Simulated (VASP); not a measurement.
Here is the system:

```xyz
64
Lattice="11.0671 0.0000 0.0000 0.0000 11.0671 0.0000 0.0000 0.0000 11.0671" Properties=species:S:1:pos:R:3 pbc="T T T"
Ga     5.5445     0.0266     0.0261
Ga     8.2994     2.7683     0.0204
Ga     8.2989     0.0186     2.7638
Ga    11.0649     0.0020     0.0006
Ga     2.7897     2.7780     0.0202
Ga     5.5336     5.5356     0.0191
Ga     8.2895     8.2764     0.0197
Ga     2.7895     0.0248     2.7774
Ga     5.7115     2.9518     2.9449
Ga     8.1195     5.3564     2.9479
Ga     5.5342     0.0208     5.5324
Ga     8.1186     2.9471     5.3486
Ga     8.2895     0.0249     8.2774
Ga    11.0399     5.5227     0.0252
Ga     2.7703     8.2978     0.0020
Ga    11.0488     2.7670     2.7643
Ga     2.7807     5.5355     2.7661
Ga     5.5328     8.2841     2.7674
Ga    11.0408     0.0251     5.5218
Ga     2.7818     2.7664     5.5335
Ga     5.7115     5.3555     5.3548
Ga     8.2996     8.2844     5.5352
Ga     2.7702     0.0017     8.2965
Ga     5.5351     2.7674     8.2820
Ga     8.2992     5.5313     8.2807
Ga    11.0425     8.2801     2.7777
Ga    11.0472     5.5332     5.5337
Ga     2.7903     8.2767     5.5226
Ga    11.0416     2.7762     8.2770
Ga     2.7893     5.5218     8.2775
Ga     5.5448     8.2789     8.2769
Ga    11.0648     8.2964     8.2971
P      6.9049     1.4407     1.4394
P      9.6274     4.1620     1.4399
P      9.6282     1.4381     4.1571
P      1.3877     1.3889     1.3858
P      4.2020     4.1440     1.4360
P      6.9265     6.8646     1.4382
P      9.6772     9.6802     1.3856
P      4.2042     1.4405     4.1397
P      9.6288     6.8646     4.1419
P      6.9272     1.4395     6.8612
P      9.6271     4.1389     6.8605
P      9.6777     1.3889     9.6815
P      1.3770     6.9136     1.3884
P      4.1554     9.6887     1.3894
P      1.3821     4.1502     4.1494
P      4.2036     6.8629     4.1595
P      6.9170     9.6844     4.1498
P      1.3781     1.3885     6.9118
P      4.2037     4.1582     6.8630
P      6.9067     6.8633     6.8630
P      9.6775     9.6887     6.9123
P      4.1564     1.3891     9.6866
P      6.9167     4.1503     9.6847
P      9.6774     6.9099     9.6854
P      1.3834     9.6851     4.1507
P      1.3883     6.9103     6.9121
P      4.1559     9.6802     6.9099
P      1.3799     4.1498     9.6834
P      4.1561     6.9122     9.6780
P      6.9169     9.6871     9.6836
P      1.3842     9.6829     9.6828
N      6.9151     4.1532     4.1492
```
Cell charge -1.

Level of theory: HSE06 screened hybrid, VASP's PBE PAW potentials (set 64) (plane waves; VASP). Run with PREC = Normal, LREAL = Auto, ISYM = 0, NELECT = 257.0, EDIFF = 1E-5, 400 eV cut-off, 1×1×1 Γ-centred mesh, Gaussian smearing of 0.050 eV, potentials Ga P N. Starting moments (MAGMOM): 64*0.0156. The cell's moment is fixed (NUPDOWN = 1).

The cell is charged, with a uniform compensating background. The supercell is sampled at Γ alone, which is coarse: total energies, pressure and levels can be off, energies of defects by several tenths of an eV.

Task: What does the run give for the cell moment, energy per atom (σ→0)?

Result: 
| Item | Value |
|---|---|
| cell moment | 1.00 μB |
| energy per atom (σ→0) | -5.323 eV/atom |

Task: Give the moment on each site (PAW-sphere projection).

Result: 
```csv
site,moment (μB)
Ga1,0.02
Ga2,0.00
Ga3,0.00
Ga4,0.00
Ga5,0.02
Ga6,0.00
Ga7,0.02
Ga8,0.02
Ga9,0.05
Ga10,0.04
Ga11,0.00
Ga12,0.05
Ga13,0.02
Ga14,0.02
Ga15,0.00
Ga16,0.00
Ga17,0.00
Ga18,0.00
Ga19,0.02
Ga20,0.00
Ga21,0.05
Ga22,0.00
Ga23,0.00
Ga24,0.00
Ga25,0.00
Ga26,0.02
Ga27,0.00
Ga28,0.02
Ga29,0.02
Ga30,0.02
Ga31,0.02
Ga32,0.00
P33,0.01
P34,0.01
P35,0.01
P36,0.00
P37,0.01
P38,0.01
P39,0.00
P40,0.01
P41,0.01
P42,0.01
P43,0.01
P44,0.00
P45,0.00
P46,0.00
P47,0.00
P48,0.01
P49,0.00
P50,0.00
P51,0.01
P52,0.01
P53,0.00
P54,0.00
P55,0.00
P56,0.00
P57,0.02
P58,0.00
P59,0.00
P60,0.02
P61,0.00
P62,0.02
P63,0.00
N64,0.05
```

Total energies compare only between runs with the same potentials, cut-off and functional.

The cell is a supercell with a defect, built from GaP (zinc blende): N_P, charge -1. The cell's shape comes from a PBE relaxation.
